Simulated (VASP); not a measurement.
Energy against volume of Cu$_{2}$O (cuprite). Method: optB88-vdW, VASP's PBE PAW potentials (set 64) (plane waves; VASP).

| V (Å³/atom) | E (eV/atom) |
|---|---|
| 12.415 | -2.06689 |
| 12.811 | -2.08221 |
| 13.207 | -2.08727 |
| 13.604 | -2.08368 |
| 14.000 | -2.07286 |

Fit a third-order Birch-Murnaghan equation of state.

The volume per atom comes out as 13.23 Å³/atom. The bulk modulus is 115 GPa, the pressure derivative of the bulk modulus comes out as 4.84 and the lattice constant a is 4.298 Å.

Measured: a 4.276 Å at 15 K (computed value off by +0.5 %), as given by Leila H. N. Rimmer et al., Physical Review B (2014), arXiv:1402.1026. The calculation is for a static lattice, while the measured a holds thermal and zero-point effects, which are part of the difference.

The compound is Cu2O in the cuprite structure. It was relaxed first.
